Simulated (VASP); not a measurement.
An input for Ansatz (written as the equivalent of a VASP run, and not itself run):

Ansatz 0.2 input:
```yaml
crystal:
  lattice:
    - [4.1243229, -2.2057843, 0.0244167]
    - [4.1243229, 2.2057843, 0.0244167]
    - [2.9231459, 0.0000000, 3.6512102]
  atoms:
    - { symbol: Sb, position: [0.2310808, 0.2310808, 0.2310808] }
    - { symbol: Sb, position: [0.7689192, 0.7689192, 0.7689192] }
kpoints:
  mp_grid: { grid: [8, 8, 8] }
hamiltonian:
  xc: rpbe
  pseudopotentials: { kind: paw }
scf:
  occupations: { method: tetrahedron }
  max_iter: 100
output: { forces: true, stress: true, eigenvalues: true }
```

Translate this input to VASP (INCAR, KPOINTS, POSCAR, choice of POTCAR).

Several could match; the one computed here: 
### POSCAR
```
Sb
1
    4.1243228944    -2.2057842714     0.0244166881
    4.1243228944     2.2057842714     0.0244166881
    2.9231458992     0.0000000000     3.6512101961
Sb
2
Direct
  0.2310808359   0.2310808359   0.2310808359
  0.7689191641   0.7689191641   0.7689191641
```

INCAR:
```
SYSTEM=Sb
PREC=Accurate; ENCUT=520; LREAL=.FALSE.
LASPH=.TRUE.
EDIFF=1E-7; NELM=100; ALGO=Normal
LMAXMIX=4
ISMEAR=-5
GGA=RP
ISIF=2
LWAVE=.FALSE.; LCHARG=.TRUE.; LORBIT=11
NEDOS=601
```

KPOINTS:
```
Automatic mesh
0
G
 8 8 8
```

POTCAR, in this order: Sb (PBE.64 set). Program: vasp_std.

The two are equivalent in intent, not identical: each code has its own PAW files, so the cut-off isn't converted (ENCUT is set for VASP's; basis.ecutwfc is left out, and Ansatz then takes the one that its files recommend); Ansatz stops its SCF on the density residual and VASP on the energy change (EDIFF).

The compound is Sb in the a7 structure. It was relaxed first, which changed the volume by +9 %.
